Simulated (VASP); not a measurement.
Method: PBEsol GGA, VASP's PBE PAW potentials (set 64) (plane waves; VASP).

VASP ran on this input.

POSCAR:
```
K
1
   -7.8184474194     7.8184474194     7.8184474194
    7.8184474194    -7.8184474194     7.8184474194
    7.8184474194     7.8184474194    -7.8184474194
K
27
Direct
  0.0000000000   0.0000000000   0.0000000000
  0.0000000000   0.0000000000   0.3333333333
  0.0000000000   0.0000000000   0.6666666667
  0.0000000000   0.3333333333   0.0000000000
  0.0000000000   0.3333333333   0.3333333333
  0.0000000000   0.3333333333   0.6666666667
  0.0000000000   0.6666666667   0.0000000000
  0.0000000000   0.6666666667   0.3333333333
  0.0000000000   0.6666666667   0.6666666667
  0.3333333333   0.0000000000   0.0000000000
  0.3333333333   0.0000000000   0.3333333333
  0.3333333333   0.0000000000   0.6666666667
  0.3333333333   0.3333333333   0.0000000000
  0.3333333333   0.3333333333   0.3333333333
  0.3333333333   0.3333333333   0.6666666667
  0.3333333333   0.6666666667   0.0000000000
  0.3333333333   0.6666666667   0.3333333333
  0.3333333333   0.6666666667   0.6666666667
  0.6666666667   0.0000000000   0.0000000000
  0.6666666667   0.0000000000   0.3333333333
  0.6666666667   0.0000000000   0.6666666667
  0.6666666667   0.3333333333   0.0000000000
  0.6666666667   0.3333333333   0.3333333333
  0.6666666667   0.3333333333   0.6666666667
  0.6666666667   0.6666666667   0.0000000000
  0.6666666667   0.6666666667   0.3333333333
  0.6666666667   0.6666666667   0.6666666667
```

**QPOINTS**
```
k-points along high-symmetry lines
13
Line-mode
Cartesian
  0.000000   0.000000   0.000000 ! GAMMA
  0.000000   0.191854   0.000000 ! H

  0.000000   0.191854   0.000000 ! H
  0.095927   0.095927   0.000000 ! N

  0.095927   0.095927   0.000000 ! N
  0.000000   0.000000   0.000000 ! GAMMA

  0.000000   0.000000   0.000000 ! GAMMA
  0.095927   0.095927   0.095927 ! P

  0.095927   0.095927   0.095927 ! P
  0.000000   0.191854   0.000000 ! H

  0.095927   0.095927   0.095927 ! P
  0.095927   0.095927   0.000000 ! N
```

### KPOINTS
```
Automatic mesh
0
Gamma
 3 3 3
```

### INCAR
```
! general
SYSTEM           = K
PREC             = Accurate
ENCUT            = 400   ! plane-wave cut-off (eV)
LREAL            = .False.
LASPH            = .True.   ! aspherical one-centre terms

! electronic loop
EDIFF            = 1E-7   ! SCF stop (eV)
NELM             = 100   ! most electronic steps
ALGO             = Normal   ! blocked Davidson

! smearing
ISMEAR           = 1   ! Methfessel-Paxton
SIGMA            = 0.1   ! width (eV)

! functional
GGA              = PS   ! PBEsol

! ions
IBRION           = 6   ! finite differences
NSW              = 1
ISIF             = 2   ! forces and stress, cell fixed
POTIM            = 0.015   ! step
NFREE            = 2

! output
LWAVE            = .False.
LCHARG           = .False.

! other
LPHON_DISPERSION = .True.
```

POTCAR, in this order: K_sv (PBE.64 set). Program: vasp_std.

The run wrote:

### OSZICAR
```
       N       E                     dE             d eps       ncg     rms          rms(c)
DAV:   1     0.167099651120E+04    0.16710E+04   -0.92845E+04  1360   0.111E+03
DAV:   2     0.120955607506E+03   -0.15500E+04   -0.15282E+04  1316   0.352E+02
DAV:   3    -0.192540715796E+02   -0.14021E+03   -0.13855E+03  1616   0.759E+01
DAV:   4    -0.300169385521E+02   -0.10763E+02   -0.10735E+02  1992   0.197E+01
DAV:   5    -0.307429441699E+02   -0.72601E+00   -0.72558E+00  1680   0.326E+00    0.108E+01
DAV:   6    -0.306956451329E+02    0.47299E-01   -0.19936E-01  1536   0.940E-01    0.690E+00
DAV:   7    -0.306847343813E+02    0.10911E-01   -0.18852E-01  1544   0.961E-01    0.506E-01
DAV:   8    -0.306849658611E+02   -0.23148E-03   -0.21808E-02  1552   0.406E-01    0.212E-01
DAV:   9    -0.306851743903E+02   -0.20853E-03   -0.55442E-04  1816   0.546E-02    0.765E-02
DAV:  10    -0.306853160997E+02   -0.14171E-03   -0.23110E-04  1320   0.380E-02    0.123E-02
DAV:  11    -0.306853206065E+02   -0.45068E-05   -0.78670E-06  1696   0.742E-03    0.211E-02
DAV:  12    -0.306853135213E+02    0.70852E-05   -0.32466E-06  1352   0.406E-03    0.207E-03
DAV:  13    -0.306853130008E+02    0.52055E-06   -0.15675E-07   896   0.772E-04    0.359E-04
DAV:  14    -0.306853135074E+02   -0.50668E-06   -0.36934E-08   712   0.478E-04    0.443E-04
DAV:  15    -0.306853133405E+02    0.16692E-06   -0.18827E-08   712   0.321E-04    0.302E-04
DAV:  16    -0.306853133505E+02   -0.10030E-07   -0.97458E-09   704   0.245E-04
   1 F= -.30685313E+02 E0= -.30681207E+02  d E =-.123195E-01
 Found     1 degrees of freedom:
       N       E                     dE             d eps       ncg     rms          rms(c)
DAV:   1    -0.306841246796E+02    0.11887E-02   -0.59929E-01  1740   0.178E+00    0.114E-01
DAV:   2    -0.306852173929E+02   -0.10927E-02   -0.11946E-02  1873   0.294E-01    0.468E-02
DAV:   3    -0.306852720192E+02   -0.54626E-04   -0.78677E-04  2519   0.413E-02    0.337E-02
DAV:   4    -0.306852680638E+02    0.39554E-05   -0.79760E-06  2224   0.749E-03    0.245E-02
DAV:   5    -0.306852643241E+02    0.37397E-05   -0.10350E-05  2008   0.105E-02    0.962E-03
DAV:   6    -0.306852645444E+02   -0.22029E-06   -0.29496E-06  2456   0.338E-03    0.678E-03
DAV:   7    -0.306852645792E+02   -0.34797E-07   -0.17551E-07  1496   0.864E-04
   2 F= -.30685265E+02 E0= -.30681159E+02  d E =-.123181E-01
       N       E                     dE             d eps       ncg     rms          rms(c)
DAV:   1    -0.306816611458E+02    0.36034E-02   -0.18672E+00  1740   0.288E+00    0.181E-01
DAV:   2    -0.306851113193E+02   -0.34502E-02   -0.37173E-02  1812   0.503E-01    0.717E-02
DAV:   3    -0.306852813824E+02   -0.17006E-03   -0.22535E-03  2598   0.734E-02    0.530E-02
DAV:   4    -0.306852716224E+02    0.97599E-05   -0.27736E-05  2128   0.124E-02    0.366E-02
DAV:   5    -0.306852637278E+02    0.78946E-05   -0.26855E-05  2000   0.162E-02    0.136E-02
DAV:   6    -0.306852644434E+02   -0.71558E-06   -0.80945E-06  2520   0.579E-03    0.905E-03
DAV:   7    -0.306852645228E+02   -0.79359E-07   -0.42743E-07  1816   0.139E-03
   3 F= -.30685265E+02 E0= -.30681158E+02  d E =-.123181E-01
```

**OUTCAR**
```
------------------------ aborting loop because EDIFF is reached ----------------------------------------
  FORCE on cell =-STRESS in cart. coord.  units (eV):
  Direction    XX          YY          ZZ          XY          YZ          ZX
  --------------------------------------------------------------------------------------
  Total       -0.1034698     -0.1039333     -0.1039333     -0.0000000      0.0000000      0.0000000
  in kB       -0.0867167     -0.0871051     -0.0871051     -0.0000000      0.0000000      0.0000000
  external PRESSURE =      -0.0869756 kB  Pullay stress =       0.0000000 kB
  volume of cell :     1911.71
      direct lattice vectors                 reciprocal lattice vectors
    -7.818447419  7.818447419  7.818447419     0.000000000  0.063951316  0.063951316
     7.818447419 -7.818447419  7.818447419     0.063951316  0.000000000  0.063951316
     7.818447419  7.818447419 -7.818447419     0.063951316  0.063951316  0.000000000
 POSITION                                       TOTAL-FORCE (eV/Angst)
 -----------------------------------------------------------------------------------
     -0.01500      0.00000      0.00000         0.006586     -0.000000     -0.000000
      2.60615      2.60615     -2.60615        -0.000761     -0.000792      0.000792
      5.21230      5.21230     -5.21230        -0.000766     -0.000806      0.000806
      2.60615     -2.60615      2.60615        -0.000761      0.000792     -0.000792
      5.21230      0.00000      0.00000        -0.000269     -0.000000     -0.000000
      7.81845      2.60615     -2.60615        -0.000021     -0.000000      0.000000
      5.21230     -5.21230      5.21230        -0.000766      0.000806     -0.000806
      7.81845     -2.60615      2.60615        -0.000021      0.000000     -0.000000
     10.42460      0.00000      0.00000        -0.000291     -0.000000     -0.000000
     -2.60615      2.60615      2.60615        -0.000766      0.000806      0.000806
      0.00000      5.21230      0.00000        -0.000039      0.000000     -0.000000
      2.60615      7.81845     -2.60615         0.000041     -0.000000     -0.000047
      0.00000      0.00000      5.21230        -0.000039     -0.000000      0.000000
      2.60615      2.60615      2.60615        -0.000761     -0.000792     -0.000792
      5.21230      5.21230     -0.00000         0.000041      0.000046     -0.000000
      2.60615     -2.60615      7.81845         0.000041     -0.000047     -0.000000
      5.21230     -0.00000      5.21230         0.000041     -0.000000      0.000046
      7.81845      2.60615      2.60615        -0.000021     -0.000000     -0.000000
     -5.21230      5.21230      5.21230        -0.000761      0.000792      0.000792
     -2.60615      7.81845      2.60615         0.000041     -0.000000     -0.000046
      0.00000     10.42460      0.00000        -0.000039     -0.000000     -0.000000
     -2.60615      2.60615      7.81845         0.000041     -0.000046     -0.000000
     -0.00000      5.21230      5.21230        -0.000021      0.000000      0.000000
      2.60615      7.81845      2.60615         0.000041     -0.000000      0.000047
      0.00000      0.00000     10.42460        -0.000039     -0.000000     -0.000000
      2.60615      2.60615      7.81845         0.000041      0.000047     -0.000000
      5.21230      5.21230      5.21230        -0.000766     -0.000806     -0.000806
 -----------------------------------------------------------------------------------
    total drift:                                0.000173      0.000001      0.000001
  FREE ENERGIE OF THE ION-ELECTRON SYSTEM (eV)
  ---------------------------------------------------
  free  energy   TOTEN  =       -30.6852645228 eV

  energy  without entropy=      -30.6729464041  energy(sigma->0) =      -30.68115848
```
(Selected blocks of OUTCAR.)

The cell is a supercell, built from K (bcc).
